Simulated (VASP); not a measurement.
Consider the following.

```yaml
crystal:
  lattice:
    - [5.92982, 0.00000, 0.00000]
    - [0.00000, 5.92982, 0.00000]
    - [0.00000, 0.00000, 5.92982]
  atoms:
    - { symbol: Cs, position: [0.00000, 0.00000, 0.00000] }
    - { symbol: Pb, position: [0.50000, 0.50000, 0.50000] }
    - { symbol: Br, position: [0.50000, 0.00000, 0.50000] }
    - { symbol: Br, position: [0.00000, 0.50000, 0.50000] }
    - { symbol: Br, position: [0.50000, 0.50000, 0.00000] }
```

The numbers are results of PBE GGA with D3 dispersion (zero damping), VASP's PBE PAW potentials (set 64) (plane waves; VASP 6.6.1), not measurements. Numerical set-up: 520 eV cut-off, Gaussian smearing of 0.050 eV, potentials Cs_sv Pb_d Br.

Unless said otherwise, spin-orbit coupling is left out, though it shifts the bands of the heavy elements here.

Problem. What does the run give for the band gap (along the path) with the smallest direct gap where there is one?

Solution. 
```yaml
band gap (along the path): 1.65 eV
smallest direct gap (along the path): 1.65 eV
```

The compound is CsPbBr3 in the cubic perovskite structure, the ideal cubic form; the compound distorts at low or room temperature. It was relaxed first.
